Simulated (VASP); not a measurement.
KCl:

```
K Cl
1.0
     0.00000    3.14647    3.14647
     3.14647    0.00000    3.14647
     3.14647    3.14647    0.00000
K Cl
1 1
Direct
  0.00000 0.00000 0.00000
  0.50000 0.50000 0.50000
```

* Program: VASP 6.6.1
* Task: relaxation of cell and atoms
* Functional: PBE
* Potentials or basis: VASP PAW PBE potentials, release 64 (K_sv, Cl)
* Cutoff: 600 eV
* k mesh: 8 × 8 × 8
* Occupations: gaussian, width 0.03 eV
* Spin: no spin polarisation

At the start: pressure 0.8 GPa; volume 31.15 Å³/atom.

Problem. Where does the relaxation end?

Solution. Over 3 steps the energy falls by 3.5 meV/atom and the volume is 32.57 Å³/atom (+4.6 %); space group Fm-3m (No. 225, to 0.05 Å).

The path:
| step | energy change (eV) | largest force (eV/Å) | pressure (GPa) | volume (Å³) |
| --- | --- | --- | --- | --- |
| 1 | 0.0000 | 0.0000 | 0.82 | 62.30 |
| 2 | -0.0053 | 0.0000 | 0.37 | 63.75 |
| 3 | -0.0069 | 0.0000 | 0.00 | 65.15 |

Final structure:
```
K Cl
1.0
     0.00000    3.19365    3.19365
     3.19365    0.00000    3.19365
     3.19365    3.19365    0.00000
K Cl
1 1
Direct
  0.00000 0.00000 0.00000
  0.50000 0.50000 0.50000
```
